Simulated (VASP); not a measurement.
## A VASP study of MgO (PBE + D3(BJ)): structure first, properties next

Aim: relax MgO with PBE + D3(BJ), compute its properties on that cell and hold them against experiment. The steps: full relaxation (PBE + D3(BJ)), density, ELF and potential (PBE + D3(BJ)), bands along the symmetry lines (PBE + D3(BJ)), total and projected DOS (PBE + D3(BJ)), zone-centre phonons (PBE + D3(BJ)), dielectric tensor and Born charges (PBE + D3(BJ)), independent-particle dielectric function (PBE + D3(BJ)), core levels (PBE + D3(BJ)), bands along the symmetry lines (HSE06) and band structure (TB-mBJ). The start is a cell from a database of measured crystal structures.

Main program and level: VASP 6.6.1; PBE with D3(BJ); plane waves and PAW (Mg, O), in the first sound run; inputs show where later runs differ.

**What experiment says.**

“Fully strained epitaxial Ti1-xMgxN(001) layers” (2019, arxiv:1901.10525) reports for MgO, rock salt, by XRD reciprocal space map, 113 reflection (commercial single-crystal MgO(001) substrate): lattice constant a (cubic lattice constant of substrate) 4.212 ± 0.001 Å.

“Electronic structure of alkaline earth and post-transition metal oxides” (2009, arxiv:0908.1581) quotes from earlier work for MgO, rocksalt (bulk crystal): band gap (literature experimental gap) 7.83 eV [Literature value based on experiment; other listed experimental values range from 7.7 to …].

For MgO, rocksalt (wedged single crystal slab, 295 K), “Infrared Optical Properties of Ferropericlase (Mg1-xFexO): Experiment and Theory” (2007, arxiv:0704.2267) gives, by infrared reflectance, oscillator fit: ε∞ (high-frequency dielectric constant) 2.95 ± 0.1; infrared mode (TO phonon at Gamma (T1u)) 396.5 cm⁻¹.

### Step 1. The structure

Before any relaxation, the start is as follows. It takes space group Fm-3m (No. 225, cubic). The conventional cell has a = 4.212 Å, b = 4.212 Å, c = 4.212 Å, α = 90.00°, β = 90.00°, γ = 90.00°. Mg has 6 O at 2.11 Å nearest. O has 6 Mg at 2.11 Å nearest. Farther neighbours and most contacts between anions are not listed.

Structure file:

```cif
data_structure
_symmetry_space_group_name_H-M 'Fm-3m'
_symmetry_Int_Tables_number 225
_cell_length_a 4.2121
_cell_length_b 4.2121
_cell_length_c 4.2121
_cell_angle_alpha 90.000
_cell_angle_beta 90.000
_cell_angle_gamma 90.000
_cell_volume 74.73
loop_
_atom_site_label
_atom_site_type_symbol
_atom_site_symmetry_multiplicity
_atom_site_Wyckoff_symbol
_atom_site_fract_x
_atom_site_fract_y
_atom_site_fract_z
_atom_site_occupancy
Mg1 Mg 4 a 0.00000 0.00000 0.00000 1
O1 O 4 b 0.50000 0.00000 0.00000 1
```

### Step 2. Full relaxation (PBE + D3(BJ))

Properties are meant for the cell that this level of theory prefers, so cell and atoms are relaxed first (ISIF = 3) until forces and stress are small; EDIFFG sets the threshold. PBE, the usual starting point, adds the gradient of the density. A dispersion term adds the long-range attraction that semilocal functionals lack. D3 with Becke-Johnson damping keeps a finite attraction at short range.

Input file INCAR:

```
SYSTEM = MgO
PREC = Accurate
ENCUT = 520
EDIFF = 1E-06
NELM = 100
ISMEAR = 0
SIGMA = 0.05
LREAL = .FALSE.
ALGO = Normal
GGA = PE
IVDW = 12
NBANDS = 10
LORBIT = 11
LWAVE = .FALSE.
LCHARG = .FALSE.
KPAR = 2
IBRION = 2
NSW = 60
ISIF = 3
EDIFFG = -0.01
```

Input file POSCAR:

```
MgO
1.0
    0.0000000000      2.1060700000      2.1060700000
    2.1060700000      0.0000000000      2.1060700000
    2.1060700000      2.1060700000      0.0000000000
Mg O
1 1
Direct
    0.0000000000      0.0000000000      0.0000000000
    0.5000000000      0.5000000000      0.5000000000
```

Input file KPOINTS:

```
Automatic mesh
0
Gamma
9 9 9
0 0 0
```

PAW data sets: Mg and O (PBE family, release 64).

Run with:

```
mpirun -np 2 vasp_std
```

The log of the run:

```text
[banner, memory and clock lines left out]
running    2 mpi-ranks, on    1 nodes
 distrk:  each k-point on    1 cores,    2 groups
 distr:  one band on    1 cores,    1 groups

 POSCAR found type information on POSCAR MgO
 POSCAR found :  2 types and       2 ions
 LDA part: xc-table for (Slater+PW92), standard interpolation
 POSCAR, INCAR and KPOINTS ok, starting setup
 FFT: planning ... GRIDC
 FFT: planning ... GRID_SOFT
 FFT: planning ... GRID
 WAVECAR not read
 entering main loop
       N       E                     dE             d eps       ncg     rms          rms(c)
DAV:   1     0.101984659944E+02    0.10198E+02   -0.46738E+03   828   0.713E+02
DAV:   2    -0.130071311801E+02   -0.23206E+02   -0.22215E+02   768   0.129E+02
DAV:   3    -0.134650483836E+02   -0.45792E+00   -0.45760E+00   810   0.162E+01
DAV:   4    -0.134659496064E+02   -0.90122E-03   -0.90121E-03   780   0.827E-01
DAV:   5    -0.134659525757E+02   -0.29693E-05   -0.29693E-05   792   0.473E-02    0.722E+00
DAV:   6    -0.119237641412E+02    0.15422E+01   -0.90634E+00   708   0.179E+01    0.224E+00
DAV:   7    -0.119110873915E+02    0.12677E-01   -0.48319E-02   742   0.217E+00    0.133E+00
DAV:   8    -0.119058109290E+02    0.52765E-02   -0.26272E-02   714   0.200E+00    0.205E-01
DAV:   9    -0.119055746658E+02    0.23626E-03   -0.35045E-04   790   0.144E-01    0.123E-01
DAV:  10    -0.119056007755E+02   -0.26110E-04   -0.39786E-04   748   0.162E-01    0.763E-03
DAV:  11    -0.119056022213E+02   -0.14458E-05   -0.16510E-06   776   0.117E-02    0.521E-03
DAV:  12    -0.119056021285E+02    0.92795E-07   -0.64771E-07   396   0.689E-03
   1 F= -.12491783E+02 E0= -.12491783E+02  d E =-.124918E+02
 curvature:   0.00 expect dE= 0.000E+00 dE for cont linesearch  0.000E+00
 trial: gam= 0.00000 g(F)=  0.973E-66 g(S)=  0.150E-02 ort = 0.000E+00 (trialstep = 0.100E+01)
 search vector abs. value=  0.150E-02
 bond charge predicted
       N       E                     dE             d eps       ncg     rms          rms(c)
DAV:   1    -0.119055825133E+02    0.19708E-04   -0.11671E-01   722   0.294E+00    0.576E-01
DAV:   2    -0.118998225843E+02    0.57599E-02   -0.36326E-02   726   0.119E+00    0.589E-02
DAV:   3    -0.118997761466E+02    0.46438E-04   -0.36913E-04   716   0.196E-01    0.339E-02
DAV:   4    -0.118997512807E+02    0.24866E-04   -0.32112E-05   736   0.517E-02    0.991E-03
DAV:   5    -0.118997512555E+02    0.25277E-07   -0.50090E-06   682   0.144E-02
   2 F= -.12492266E+02 E0= -.12492266E+02  d E =-.483171E-03
 trial-energy change:   -0.000483  1 .order   -0.000474   -0.001498    0.000550
 step:   0.7366(harm=  0.7315)  dis= 0.00000  next Energy=   -12.492339 (dE=-0.555E-03)
 bond charge predicted
       N       E                     dE             d eps       ncg     rms          rms(c)
DAV:   1    -0.119019049666E+02   -0.21537E-02   -0.80669E-03   724   0.771E-01    0.152E-01
DAV:   2    -0.119015036949E+02    0.40127E-03   -0.25287E-03   726   0.314E-01    0.152E-02
DAV:   3    -0.119015017617E+02    0.19332E-05   -0.25130E-05   714   0.510E-02    0.875E-03
DAV:   4    -0.119014996487E+02    0.21130E-05   -0.21912E-06   612   0.136E-02    0.259E-03
DAV:   5    -0.119014994093E+02    0.23941E-06   -0.33608E-07   360   0.377E-03
   3 F= -.12492337E+02 E0= -.12492337E+02  d E =-.554079E-03
 curvature:  -0.37 expect dE=-0.500E-09 dE for cont linesearch -0.500E-09
 trial: gam= 0.00000 g(F)=  0.390E-60 g(S)=  0.137E-08 ort =-0.143E-05 (trialstep = 0.947E+00)
 search vector abs. value=  0.147E-08
 reached required accuracy - stopping structural energy minimisation
```

Elapsed: 12 s, on 2 MPI ranks of AMD EPYC 7R43, shared host; peak memory 0.24 GiB; 22 s of CPU time.

The logs omit lines about the potential files and the build; timing stands in the text.

OUTCAR, selected parts (step 2):

```text
ion  position               nearest neighbor table
   1  0.000  0.000  0.000-   2 2.11   2 2.11   2 2.11   2 2.11   2 2.11   2 2.11
   2  0.500  0.500  0.500-   1 2.11   1 2.11   1 2.11   1 2.11   1 2.11   1 2.11

  LATTYP: Found a face centered cubic cell.
 ALAT       =     4.2121400000

 Subroutine GETGRP returns: Found 48 space group operations
 (whereof 48 operations were pure point group operations)

The static configuration has the point symmetry O_h .

 Found     35 irreducible k-points:

   k-points           NKPTS =     35   k-points in BZ     NKDIM =     35   number of bands    NBANDS=     10

   dimension x,y,z NGX =    24 NGY =   24 NGZ =   24
   dimension x,y,z NGXF=    48 NGYF=   48 NGZF=   48

   ENCUT  =  520.0 eV  38.22 Ry    6.18 a.u.   5.54  5.54  5.54*2*pi/ulx,y,z

   NELECT =       8.0000    total number of electrons

 k-points in reciprocal lattice and weights: Automatic mesh
   0.00000000  0.00000000  0.00000000       0.001
   0.11111111  0.00000000  0.00000000       0.011
   0.22222222  0.00000000  0.00000000       0.011
   0.33333333  0.00000000  0.00000000       0.011
   0.44444444  0.00000000  0.00000000       0.011
   0.11111111  0.11111111  0.00000000       0.008
   0.22222222  0.11111111  0.00000000       0.033
   0.33333333  0.11111111  0.00000000       0.033
   0.44444444  0.11111111  0.00000000       0.033
[...]
-0.33333333  0.44444444  0.11111111       0.033
  -0.33333333  0.44444444  0.22222222       0.033

 Edisp (eV)   -0.59252

 average (electrostatic) potential at core
       1 -34.9331       2 -69.5047

 E-fermi :   3.4706

 k-point     1 :       0.0000    0.0000    0.0000
  band No.  band energies     occupation
      1     -14.0584      2.00000
      2       3.2444      2.00000
      3       3.2444      2.00000
      4       3.2444      2.00000
      5       8.0454      0.00000
      6      19.0875      0.00000
      7      19.0875      0.00000
      8      19.0875      0.00000
      9      23.0243      0.00000
    ...

 k-point     2 :       0.1111    0.0000    0.0000
  band No.  band energies     occupation
      1     -13.9267      2.00000
      2       2.4601      2.00000
      3       3.1607      2.00000
      4       3.1607      2.00000
      5       8.7971      0.00000
      6      17.6427      0.00000
      7      19.3822      0.00000
      8      19.3822      0.00000
      9      23.9818      0.00000
    ...

 k-point     3 :       0.2222    0.0000    0.0000
  band No.  band energies     occupation
      1     -13.5727      2.00000
      2       0.9520      2.00000
      3       2.9569      2.00000
      4       2.9569      2.00000
      5      10.1198      0.00000
      6      16.0936      0.00000
      7      19.9027      0.00000
      8      19.9027      0.00000
      9      23.3867      0.00000
    ...

 Edisp (eV)   -0.59084

  Total       0.00014     0.00014     0.00014    -0.00000     0.00000     0.00000
  in kB       0.01188     0.01188     0.01188    -0.00000     0.00000     0.00000
  external pressure =        0.01 kB  Pullay stress =        0.00 kB

  energy-cutoff  :      520.00
  volume of cell :       18.54
      direct lattice vectors                 reciprocal lattice vectors
     0.000000000  2.100685366  2.100685366    -0.238017558  0.238017558  0.238017558
     2.100685366  0.000000000  2.100685366     0.238017558 -0.238017558  0.238017558
     2.100685366  2.100685366 -0.000000000     0.238017558  0.238017558 -0.238017558

 POSITION                                       TOTAL-FORCE (eV/Angst)
 -----------------------------------------------------------------------------------
      0.00000      0.00000      0.00000         0.000000      0.000000      0.000000
      2.10069      2.10069      2.10069        -0.000000     -0.000000     -0.000000
 -----------------------------------------------------------------------------------
    total drift:                               -0.000000     -0.000000      0.000000

  FREE ENERGIE OF THE ION-ELECTRON SYSTEM (eV)
  ---------------------------------------------------
  free  energy   TOTEN  =       -12.4923372266 eV

  energy  without entropy=      -12.4923372266  energy(sigma->0) =      -12.49233723

 reached required accuracy - stopping structural energy minimisation

 total charge
# of ion       s       p       d       tot
------------------------------------------
    1        0.150   0.181   0.081   0.412
    2        1.542   3.565   0.000   5.107
--------------------------------------------------
tot          1.692   3.747   0.081   5.519

[... 3 further parts left out ...]
```

CONTCAR:

```
MgO
   1.00000000000000
     0.0000000000000000    2.1006853663157754    2.1006853663157754
     2.1006853663157754    0.0000000000000000    2.1006853663157754
     2.1006853663157754    2.1006853663157754   -0.0000000000000000
  Mg              O
     1     1
Direct
     0.0000000000000000    0.0000000000000000    0.0000000000000000
     0.5000000000000000    0.5000000000000000    0.5000000000000000
```

The gap is read on the k-mesh alone, so it is an upper bound where the band edges lie off the mesh. The run keeps the 48 symmetry operations of its start, so it cannot find a distortion of lower symmetry.

The steps of the relaxation:

| step | energy less that of the first step (eV) | largest force (eV/Å) | pressure (GPa) | volume (Å³) |
| --- | --- | --- | --- | --- |
| 1 | 0.0000 | 0.0000 | -1.23 | 18.68 |
| 2 | -0.0005 | 0.0000 | 0.46 | 18.49 |
| 3 | -0.0006 | 0.0000 | 0.00 | 18.54 |

| conventional cell, symmetrised | before | after | change |
| --- | --- | --- | --- |
| a (Å) | 4.212 | 4.201 | -0.3 % |
| b (Å) | 4.212 | 4.201 | -0.3 % |
| c (Å) | 4.212 | 4.201 | -0.3 % |
| volume (Å³/atom) | 9.34 | 9.27 | -0.8 % |

Final coordinates:

```
Mg O
1.0
     0.00000    2.10069    2.10069
     2.10069    0.00000    2.10069
     2.10069    2.10069    0.00000
Mg O
1 1
Direct
  0.00000 0.00000 0.00000
  0.50000 0.50000 0.50000
```

This step gave:

- electrons: 8
- bands: 10
- irreducible k-points: 35
- symmetry operations: 48
- free energy (TOTEN): -12.49 eV
- Fermi energy: 3.471 eV
- pressure: 0.001188 GPa
- metallic: no
- valence top at k: 0, 0, 0
- conduction bottom at k: 0, 0, 0
- least direct gap at k: 0, 0, 0
- SCF cycles over all ionic steps: 22
- gap on the k-mesh: 4.801 eV
- least direct gap on the k-mesh: 4.801 eV

It ends with forces that vanish by symmetry and a pressure of 0.00 GPa. The volume lies -0.8 % from that of the database's start, which holds the thermal and zero-point expansion of its experiment.

(Continued in part 2 of 6.)

[Lines on the potential files, build, host, timing and source positions are cut from VASP's logs without a mark.]

[Logs are printed without paths, hosts, clocks, repeated set-up lines and the standing remarks that a program may print on its own settings, such as how far it seeks lower states.]

[Hosts, paths, dates, database ids (printed as entryN), source tags and the programs' standing remarks are cut or masked in the printed files.]

[A measured line is paired with the nearest computed mode of its activity, which favours agreement.]
